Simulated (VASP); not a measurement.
## Relaxed cell of TiC (Khamrabaevite): a test of cutoff and mesh

Aim: test the relaxed volume of TiC (Khamrabaevite) against cutoff and mesh. The starting structure is a measured crystal structure from the Crystallography Open Database. The first relaxation on each setting starts from this cell expanded by 3 % in volume.

Calculated with VASP 6.6.1; Kohn-Sham DFT with plane waves and PAW; PBEsol.

## 1. Starting point

The structure is cubic, space group Fm-3m (No. 225). Conventional cell: a = 4.328 Å, b = 4.328 Å, c = 4.328 Å, α = 90.00°, β = 90.00°, γ = 90.00°. Ti has 6 C at 2.16 Å nearest. Nearest to C lie 6 Ti at 2.16 Å. Farther neighbours are not listed.

## 2. Reference relaxation

This run starts from the cell of an earlier relaxation, which isn't shown; the restart sets up the plane waves anew.

INCAR

```
SYSTEM = TiC
PREC = Accurate
ENCUT = 520
EDIFF = 1E-06
NELM = 100
ISMEAR = 1
SIGMA = 0.15
LREAL = .FALSE.
ALGO = Normal
GGA = PS
NBANDS = 14
LASPH = .TRUE.
LORBIT = 11
LWAVE = .FALSE.
LCHARG = .FALSE.
KPAR = 4
IBRION = 2
NSW = 50
ISIF = 3
EDIFFG = -0.006
```

POSCAR

```
TiC
1.0
    0.0000000000      2.1472914717      2.1472914717
    2.1472914717      0.0000000000      2.1472914717
    2.1472914717      2.1472914717      0.0000000000
Ti C
1 1
Direct
    0.0000000000      0.0000000000      0.0000000000
    0.5000000000      0.5000000000      0.5000000000
```

KPOINTS

```
Automatic mesh
0
Gamma
18 18 18
0 0 0
```

The projector-augmented-wave data sets are Ti_sv and C (PBE family, release 64).

Command:

```sh
mpirun -np 4 vasp_std
```

What it wrote:

```text
[banner, memory and clock lines left out]
running    4 mpi-ranks, on    1 nodes
 distrk:  each k-point on    1 cores,    4 groups
 distr:  one band on    1 cores,    1 groups

 POSCAR found type information on POSCAR TiC
 POSCAR found :  2 types and       2 ions
|                                                                             |
|               ----> ADVICE to this user running VASP <----                  |
|                                                                             |
|     You enforced a specific xc type in the INCAR file but a different       |
|     [... a line on the potential file left out ...]
|     I HOPE YOU KNOW WHAT YOU ARE DOING!                                     |
|                                                                             |

 LDA part: xc-table for (Slater+PW92), standard interpolation
 POSCAR, INCAR and KPOINTS ok, starting setup
 FFT: planning ... GRIDC
 FFT: planning ... GRID_SOFT
 FFT: planning ... GRID
 WAVECAR not read
 entering main loop
       N       E                     dE             d eps       ncg     rms          rms(c)
DAV:   1     0.118025046048E+03    0.11803E+03   -0.81704E+03  5482   0.137E+03
DAV:   2    -0.170395067350E+02   -0.13506E+03   -0.12749E+03  5856   0.351E+02
DAV:   3    -0.248487345116E+02   -0.78092E+01   -0.76362E+01  7168   0.829E+01
DAV:   4    -0.251551944230E+02   -0.30646E+00   -0.30619E+00  6830   0.150E+01
DAV:   5    -0.251628680015E+02   -0.76736E-02   -0.76730E-02  7378   0.205E+00    0.189E+01
DAV:   6    -0.203613056457E+02    0.48016E+01   -0.12541E+01  7798   0.601E+01    0.665E+00
DAV:   7    -0.198438570143E+02    0.51745E+00   -0.20084E+00  6654   0.212E+01    0.528E+00
DAV:   8    -0.198101476042E+02    0.33709E-01   -0.11347E-01  6144   0.420E+00    0.312E+00
DAV:   9    -0.198056393768E+02    0.45082E-02   -0.10135E-01  6620   0.384E+00    0.810E-01
DAV:  10    -0.198042238074E+02    0.14156E-02   -0.98124E-03  7562   0.136E+00    0.707E-01
DAV:  11    -0.198020711405E+02    0.21527E-02   -0.55674E-03  5796   0.112E+00    0.129E-01
DAV:  12    -0.198020593648E+02    0.11776E-04   -0.36575E-04  6240   0.225E-01    0.413E-02
DAV:  13    -0.198020531435E+02    0.62213E-05   -0.15349E-05  7064   0.336E-02    0.609E-03
DAV:  14    -0.198020529196E+02    0.22382E-06   -0.42430E-07  4166   0.860E-03
   1 F= -.19802053E+02 E0= -.19802016E+02  d E =-.198021E+02
 curvature:   0.00 expect dE= 0.000E+00 dE for cont linesearch  0.000E+00
 trial: gam= 0.00000 g(F)=  0.997E-63 g(S)=  0.363E-08 ort = 0.000E+00 (trialstep = 0.100E+01)
 search vector abs. value=  0.373E-08
 reached required accuracy - stopping structural energy minimisation
```

Wall time 14 s (4 MPI ranks of Intel Xeon Platinum 8259CL at 2.50GHz (Skylake/Cascade Lake), shared host); peak memory 0.68 GiB.

Lines that name or quote the potential files are left out of all logs, and their timing lines are given in words.

OUTCAR, selected parts (step 2):

```text
ion  position               nearest neighbor table
   1  0.000  0.000  0.000-   2 2.15   2 2.15   2 2.15   2 2.15   2 2.15   2 2.15
   2  0.500  0.500  0.500-   1 2.15   1 2.15   1 2.15   1 2.15   1 2.15   1 2.15

  LATTYP: Found a face centered cubic cell.
 ALAT       =     4.2945829434

 Subroutine GETGRP returns: Found 48 space group operations
 (whereof 48 operations were pure point group operations)

The static configuration has the point symmetry O_h .

 Found    195 irreducible k-points:

   k-points           NKPTS =    195   k-points in BZ     NKDIM =    195   number of bands    NBANDS=     14

   dimension x,y,z NGX =    24 NGY =   24 NGZ =   24
   dimension x,y,z NGXF=    48 NGYF=   48 NGZF=   48

   ENCUT  =  520.0 eV  38.22 Ry    6.18 a.u.   5.65  5.65  5.65*2*pi/ulx,y,z

   NELECT =      16.0000    total number of electrons

 k-points in reciprocal lattice and weights: Automatic mesh
   0.00000000  0.00000000  0.00000000       0.000
   0.05555556  0.00000000  0.00000000       0.001
   0.11111111  0.00000000  0.00000000       0.001
   0.16666667  0.00000000  0.00000000       0.001
   0.22222222  0.00000000  0.00000000       0.001
   0.27777778  0.00000000  0.00000000       0.001
   0.33333333  0.00000000  0.00000000       0.001
   0.38888889  0.00000000  0.00000000       0.001
   0.44444444  0.00000000  0.00000000       0.001
[...]
-0.27777778  0.44444444  0.22222222       0.004
  -0.27777778  0.50000000  0.22222222       0.002

 average (electrostatic) potential at core
       1 -70.5796       2 -44.2994

 E-fermi :   9.6076

 k-point     1 :       0.0000    0.0000    0.0000
  band No.  band energies     occupation
      1     -46.6513      2.00000
      2     -22.7637      2.00000
      3     -22.7637      2.00000
      4     -22.7637      2.00000
      5      -2.8816      2.00000
      6      10.2767     -0.00000
      7      10.2767     -0.00000
      8      10.2767     -0.00000
      9      11.3426     -0.00000
     10      11.3426     -0.00000
    ...

 k-point     2 :       0.0556    0.0000    0.0000
  band No.  band energies     occupation
      1     -46.6488      2.00000
      2     -22.7812      2.00000
      3     -22.7653      2.00000
      4     -22.7653      2.00000
      5      -2.8088      2.00000
      6       9.9120     -0.01455
      7      10.1417     -0.00001
      8      10.1417     -0.00001
      9      10.6869     -0.00000
     10      10.6869     -0.00000
    ...

 k-point     3 :       0.1111    0.0000    0.0000
  band No.  band energies     occupation
    ...
      4     -22.7700      2.00000
      5      -2.5938      2.00000
      6       9.1578      2.00019
      7       9.4935      1.95860
      8       9.4935      1.95860
      9      10.6763     -0.00000
     10      10.6763     -0.00000
     11      11.8501     -0.00000
     12      13.2554      0.00000
     13      13.2554      0.00000
    ...

  Total        0.0002241      0.0002241      0.0002241     -0.0000000     -0.0000000     -0.0000000
  in kB        0.0181311      0.0181311      0.0181311     -0.0000000     -0.0000000     -0.0000000
  external PRESSURE =       0.0181311 kB  Pullay stress =       0.0000000 kB

  energy-cutoff  :      520.00
  volume of cell :       19.80
      direct lattice vectors                 reciprocal lattice vectors
     0.000000000  2.147291472  2.147291472    -0.232851481  0.232851481  0.232851481
     2.147291472  0.000000000  2.147291472     0.232851481 -0.232851481  0.232851481
     2.147291472  2.147291472  0.000000000     0.232851481  0.232851481 -0.232851481

 POSITION                                       TOTAL-FORCE (eV/Angst)
 -----------------------------------------------------------------------------------
      0.00000      0.00000      0.00000        -0.000000     -0.000000     -0.000000
      2.14729      2.14729      2.14729         0.000000      0.000000      0.000000
 -----------------------------------------------------------------------------------
    total drift:                                0.000000     -0.000000     -0.000000

  FREE ENERGIE OF THE ION-ELECTRON SYSTEM (eV)
  ---------------------------------------------------
  free  energy   TOTEN  =       -19.8020529196 eV

  energy  without entropy=      -19.8019430576  energy(sigma->0) =      -19.80201630

 reached required accuracy - stopping structural energy minimisation

 total charge
# of ion       s       p       d       tot
------------------------------------------
    1        2.206   6.263   1.994  10.464
    2        0.893   1.505   0.000   2.398
--------------------------------------------------
tot          3.099   7.769   1.994  12.862

[... 3 further parts left out ...]
```

CONTCAR:

```
TiC
   1.00000000000000
     0.0000000000000000    2.1472914717000000    2.1472914717000000
     2.1472914717000000    0.0000000000000000    2.1472914717000000
     2.1472914717000000    2.1472914717000000    0.0000000000000000
  Ti              C
     1     1
Direct
     0.0000000000000000    0.0000000000000000    0.0000000000000000
     0.5000000000000000    0.5000000000000000    0.5000000000000000
```

The PAW data sets were made with PBE, which is usual practice but a small mismatch for other functionals. The run keeps the 48 symmetry operations of its start, so it cannot find a distortion of lower symmetry.

The reference relaxation ends at 9.901 Å³ an atom.

## 3. Relaxation with a cutoff of 400 eV

Against step 2 the input has ENCUT = 400. This run starts from the cell of an earlier relaxation, which isn't shown; the restart sets up the plane waves anew.

Edit INCAR of step 2 so:

```diff
@@ -2,3 +2,3 @@
 PREC = Accurate
-ENCUT = 520
+ENCUT = 400
 EDIFF = 1E-06
```

POSCAR

```
TiC
1.0
    0.0000000000      2.1440597077      2.1440597077
    2.1440597077      0.0000000000      2.1440597077
    2.1440597077      2.1440597077      0.0000000000
Ti C
1 1
Direct
    0.0000000000      0.0000000000      0.0000000000
    0.5000000000      0.5000000000      0.5000000000
```

KPOINTS is that of step 2.

Command:

```sh
mpirun -np 4 vasp_std
```

What it wrote:

```text
[banner, memory and clock lines left out]
running    4 mpi-ranks, on    1 nodes
[...]
[... a notice as in an earlier step ...]

 LDA part: xc-table for (Slater+PW92), standard interpolation
 POSCAR, INCAR and KPOINTS ok, starting setup
[...]
entering main loop
       N       E                     dE             d eps       ncg     rms          rms(c)
DAV:   1     0.101603628186E+03    0.10160E+03   -0.69055E+03  5532   0.115E+03
DAV:   2    -0.185729386067E+02   -0.12018E+03   -0.11311E+03  5886   0.316E+02
DAV:   3    -0.249035398781E+02   -0.63306E+01   -0.62269E+01  6948   0.746E+01
DAV:   4    -0.251181497288E+02   -0.21461E+00   -0.21450E+00  6688   0.128E+01
[...]
DAV:  12    -0.197981371874E+02    0.17787E-04   -0.34524E-04  6198   0.248E-01    0.254E-02
DAV:  13    -0.197981295153E+02    0.76721E-05   -0.83378E-06  7706   0.348E-02    0.471E-03
DAV:  14    -0.197981290587E+02    0.45662E-06   -0.28903E-07  3870   0.908E-03
   1 F= -.19798129E+02 E0= -.19798096E+02  d E =-.197981E+02
[...]
DAV:   8    -0.197980475042E+02    0.26017E-05   -0.38454E-06  5940   0.239E-02    0.182E-03
DAV:   9    -0.197980470135E+02    0.49079E-06   -0.13767E-07  3336   0.285E-03
   2 F= -.19798047E+02 E0= -.19798016E+02  d E =0.820452E-04
 trial-energy change:    0.000082  1 .order    0.000085   -0.000348    0.000517
 step:   0.4021(harm=  0.4021)  dis= 0.00000  next Energy=   -19.798199 (dE=-0.699E-04)
[...]
N       E                     dE             d eps       ncg     rms          rms(c)
DAV:   1    -0.197997769872E+02   -0.17295E-02   -0.31551E-02  6342   0.266E+00    0.403E-01
DAV:   2    -0.197984780306E+02    0.12990E-02   -0.47713E-03  6580   0.120E+00    0.125E-01
DAV:   3    -0.197981618352E+02    0.31620E-03   -0.65982E-04  7548   0.344E-01    0.485E-02
DAV:   4    -0.197981663812E+02   -0.45459E-05   -0.34746E-04  7290   0.178E-01    0.270E-02
DAV:   5    -0.197981890351E+02   -0.22654E-04   -0.22685E-05  6222   0.453E-02    0.112E-02
DAV:   6    -0.197981986060E+02   -0.95709E-05   -0.24426E-05  8550   0.227E-02    0.723E-03
DAV:   7    -0.197981985644E+02    0.41624E-07   -0.29400E-06  6090   0.169E-02
   3 F= -.19798199E+02 E0= -.19798166E+02  d E =-.695057E-04
[...]
reached required accuracy - stopping structural energy minimisation
```

Wall time 27 s (4 MPI ranks); peak memory 0.63 GiB.

Parts of OUTCAR (step 3):

```text
  Total        0.0058732      0.0058732      0.0058732      0.0000000      0.0000000     -0.0000000
  in kB        0.4783212      0.4783212      0.4783212      0.0000000      0.0000000     -0.0000000
  external PRESSURE =       0.4783212 kB  Pullay stress =       0.0000000 kB

 POSITION                                       TOTAL-FORCE (eV/Angst)
 -----------------------------------------------------------------------------------
      0.00000      0.00000      0.00000         0.000000     -0.000000     -0.000000
      2.14262      2.14262      2.14262        -0.000000      0.000000      0.000000
 -----------------------------------------------------------------------------------
    total drift:                                0.000000     -0.000000     -0.000000

  FREE ENERGIE OF THE ION-ELECTRON SYSTEM (eV)
  ---------------------------------------------------
  free  energy   TOTEN  =       -19.7981985644 eV

  energy  without entropy=      -19.7981012293  energy(sigma->0) =      -19.79816612

[... 2 parts as in an earlier step ...]

[... 2 further parts left out ...]
[key lines of the parts left out:]
E-fermi :   9.6911
```

With a cutoff of 400 eV the cell ends at 9.836 Å³ an atom, -0.65 % from the reference.

## 4. Relaxation with a 10×10×10 mesh

Against step 2 the input has a 10×10×10 mesh. This run starts from the cell of an earlier relaxation, which isn't shown; the restart sets up the plane waves anew.

Edit INCAR of step 3 so:

```diff
@@ -2,3 +2,3 @@
 PREC = Accurate
-ENCUT = 400
+ENCUT = 520
 EDIFF = 1E-06
```

POSCAR

```
TiC
1.0
    0.0000000000      2.1473799968      2.1473799968
    2.1473799968      0.0000000000      2.1473799968
    2.1473799968      2.1473799968      0.0000000000
Ti C
1 1
Direct
    0.0000000000      0.0000000000      0.0000000000
    0.5000000000      0.5000000000      0.5000000000
```

KPOINTS

```
Automatic mesh
0
Gamma
10 10 10
0 0 0
```

Command:

```sh
mpirun -np 4 vasp_std
```

What it wrote:

```text
[... set-up lines as in an earlier step ...]
 entering main loop
       N       E                     dE             d eps       ncg     rms          rms(c)
DAV:   1     0.117727686454E+03    0.11773E+03   -0.80137E+03  1316   0.138E+03
DAV:   2    -0.170883740543E+02   -0.13482E+03   -0.12709E+03  1406   0.354E+02
DAV:   3    -0.248548214273E+02   -0.77664E+01   -0.76247E+01  1730   0.825E+01
DAV:   4    -0.251563894421E+02   -0.30157E+00   -0.30138E+00  1644   0.149E+01
[...]
DAV:  12    -0.198010197291E+02    0.10077E-04   -0.37050E-04  1526   0.224E-01    0.422E-02
DAV:  13    -0.198010130727E+02    0.66564E-05   -0.15169E-05  1698   0.359E-02    0.692E-03
DAV:  14    -0.198010128924E+02    0.18034E-06   -0.35423E-07  1000   0.710E-03
   1 F= -.19801013E+02 E0= -.19801069E+02  d E =-.198010E+02
[...]
reached required accuracy - stopping structural energy minimisation
```

The job ended after 6 s (4 MPI ranks; peak memory 0.54 GiB).

Parts of OUTCAR (step 4):

```text
  Total       -0.0009499     -0.0009499     -0.0009499     -0.0000000      0.0000000     -0.0000000
  in kB       -0.0768445     -0.0768445     -0.0768445     -0.0000000      0.0000000     -0.0000000
  external PRESSURE =      -0.0768445 kB  Pullay stress =       0.0000000 kB

 POSITION                                       TOTAL-FORCE (eV/Angst)
 -----------------------------------------------------------------------------------
      0.00000      0.00000      0.00000         0.000000      0.000000      0.000000
      2.14738      2.14738      2.14738        -0.000000     -0.000000     -0.000000
 -----------------------------------------------------------------------------------
    total drift:                                0.000000     -0.000000     -0.000000

  FREE ENERGIE OF THE ION-ELECTRON SYSTEM (eV)
  ---------------------------------------------------
  free  energy   TOTEN  =       -19.8010128924 eV

  energy  without entropy=      -19.8011804874  energy(sigma->0) =      -19.80106876

[... 1 part as in an earlier step ...]

[... 3 further parts left out ...]
[key lines of the parts left out:]
E-fermi :   9.6661
```

With a 10×10×10 mesh the cell ends at 9.902 Å³ an atom, +0.01 % from the reference.

(Continued in part 2 of 2.)

[Lines on the potential files, build, host, timing and source positions are cut from VASP's logs without a mark.]

[Logs are printed without paths, hosts, clocks, repeated set-up lines and the standing remarks that a program may print on its own settings, such as how far it seeks lower states.]

[Hosts, paths, dates, database ids (printed as entryN), source tags and the programs' standing remarks are cut or masked in the printed files.]
